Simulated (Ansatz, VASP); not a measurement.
# Two plane-wave programs on RbRe2

```
Rb Re
1.0
     4.11348    0.00000    0.00000
    -2.05674    3.56238    0.00000
     0.00000    0.00000    6.22048
Rb Re
1 2
Direct
  0.00000 0.00000 0.00000
  0.33333 0.66667 0.50000
  0.66667 0.33333 0.50000
```

Alike in both runs: functional PBE; k mesh 6 × 6 × 4; occupations gaussian, width 0.1 eV; no spin polarisation.

Ansatz relaxed the structure, and its values are those at the end. VASP's run is a single point on that final structure, the one shown.

|  | VASP | Ansatz |
| --- | --- | --- |
| version | VASP 6.6.1 | Ansatz 0.2.0 |
| potentials or method | VASP PAW PBE potentials, release 64 (Rb_sv, Re) | scalar-relativistic, plane waves, PAW |
| plane-wave cutoff (eV) | 520 | 420 |
| valence electrons in the cell | 23 | 39 |

|  | VASP | Ansatz | Ansatz less VASP |
| --- | --- | --- | --- |
| gap on the k mesh at the Fermi level (eV) | none | none | - |
| pressure (GPa) | -0.8 | 0.0 | +0.80 |

A gap of «none» marks a metal or a gap that the smearing closes. The functional is the same, so the differences come from potentials, cutoffs and numerics. The two sets of potentials don't hold the same shells in valence.

The runs have no spin-orbit coupling, so splittings on Re are missing.
